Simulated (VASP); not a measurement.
An input for Ansatz (written as the equivalent of a VASP run, and not itself run):

Ansatz 0.2 input:
```yaml
crystal:
  lattice:
    - [3.5100000, 0.0000000, 0.0000000]
    - [0.0000000, 4.9638900, 0.0000000]
    - [0.0000000, 0.0000000, 24.6868000]
  atoms:
    - { symbol: Si, position: [0.0000000, 0.7857950, 0.3743300] }
    - { symbol: Si, position: [0.0000000, 0.2857950, 0.4748650] }
    - { symbol: Si, position: [0.0000000, 0.7857950, 0.5754050] }
    - { symbol: Si, position: [0.0000000, 0.2857950, 0.6759400] }
    - { symbol: Ni, position: [0.5000000, 0.5357950, 0.3240600] }
    - { symbol: Ni, position: [0.5000000, 0.0357950, 0.3240600] }
    - { symbol: Ni, position: [0.0000000, 0.2857950, 0.3743300] }
    - { symbol: Ni, position: [0.5000000, 0.0357950, 0.4245990] }
    - { symbol: Ni, position: [0.5000000, 0.5357950, 0.4245990] }
    - { symbol: Ni, position: [0.0000000, 0.7857950, 0.4748650] }
    - { symbol: Ni, position: [0.5000000, 0.5357950, 0.5251350] }
    - { symbol: Ni, position: [0.5000000, 0.0357950, 0.5251350] }
    - { symbol: Ni, position: [0.0000000, 0.2857950, 0.5754050] }
    - { symbol: Ni, position: [0.5000000, 0.0357950, 0.6256700] }
    - { symbol: Ni, position: [0.5000000, 0.5357950, 0.6256700] }
    - { symbol: Ni, position: [0.0000000, 0.7857950, 0.6759400] }
kpoints:
  mp_grid: { grid: [8, 6, 1] }
hamiltonian:
  xc: pbe
  pseudopotentials: { kind: paw }
scf:
  occupations: { method: methfessel_paxton, width: 0.15 }
  max_iter: 100
output: { forces: true, stress: true, eigenvalues: true }
```

**Question.** Translate this input to VASP (INCAR, KPOINTS, POSCAR, choice of POTCAR).

**Answer.** Several could match; the one computed here: 
### INCAR
```
SYSTEM = Ni3Si
PREC = Accurate
ENCUT = 300
EDIFF = 1E-6
NELM = 100
ALGO = Normal
LREAL = Auto
LASPH = .TRUE.
ISMEAR = 1
SIGMA = 0.15
GGA = PE
LMAXMIX = 4
LWAVE = .FALSE.
LCHARG = .FALSE.
ISIF = 2
```

**POSCAR**
```
Ni3Si
1
    3.5100000000     0.0000000000     0.0000000000
    0.0000000000     4.9638900000     0.0000000000
    0.0000000000     0.0000000000    24.6868000000
Si Ni
4 12
Direct
  0.0000000000   0.7857950000   0.3743300000
  0.0000000000   0.2857950000   0.4748650000
  0.0000000000   0.7857950000   0.5754050000
  0.0000000000   0.2857950000   0.6759400000
  0.5000000000   0.5357950000   0.3240600000
  0.5000000000   0.0357950000   0.3240600000
  0.0000000000   0.2857950000   0.3743300000
  0.5000000000   0.0357950000   0.4245990000
  0.5000000000   0.5357950000   0.4245990000
  0.0000000000   0.7857950000   0.4748650000
  0.5000000000   0.5357950000   0.5251350000
  0.5000000000   0.0357950000   0.5251350000
  0.0000000000   0.2857950000   0.5754050000
  0.5000000000   0.0357950000   0.6256700000
  0.5000000000   0.5357950000   0.6256700000
  0.0000000000   0.7857950000   0.6759400000
```

### KPOINTS
```
Automatic mesh
0
Gamma
8 6 1
0 0 0
```

POTCAR, in this order: Si Ni (PBE.64 set). Program: vasp_std.

Limits of the translation: each code has its own PAW files, so the cut-off isn't converted (ENCUT is set for VASP's; basis.ecutwfc is left out, and Ansatz then takes the one that its files recommend); Ansatz stops its SCF on the density residual and VASP on the energy change (EDIFF).

The cell is a sheet with vacuum, built from a generated structure.
